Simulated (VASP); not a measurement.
```
CdI2
1.0
    4.35627     0.00000     0.00000
   -2.17813     3.77264     0.00000
    0.00000     0.00000    44.04778
Cd I
6 12
Direct
  0.33333   0.66667   0.25000
  0.66667   0.33333   0.75000
  0.00000   0.00000   0.41670
  0.00000   0.00000   0.58330
  0.00000   0.00000   0.08340
  0.00000   0.00000   0.91660
  0.66667   0.33333   0.37710
  0.33333   0.66667   0.62290
  0.33333   0.66667   0.12310
  0.66667   0.33333   0.87690
  0.33333   0.66667   0.95640
  0.66667   0.33333   0.04360
  0.66667   0.33333   0.54370
  0.33333   0.66667   0.45630
  0.33333   0.66667   0.78970
  0.66667   0.33333   0.21030
  0.00000   0.00000   0.71040
  0.00000   0.00000   0.28960
```

The numbers are results of PBE GGA, VASP's PBE PAW potentials (set 64) (plane waves; VASP 6.6.1), not measurements. Settings: LREAL = Auto, 300 eV cut-off, 6×6×1 Γ-centred mesh, Gaussian smearing of 0.020 eV, potentials Cd I.

Estimate the energy per atom (σ→0).

- energy per atom (σ→0) = -1.845 eV/atom

The absolute energy has meaning only against runs of the same code, potentials and settings.

The structure comes from a computed database's CdI2 entry; how it stands against other phases isn't given here. The cell was not relaxed at this level.
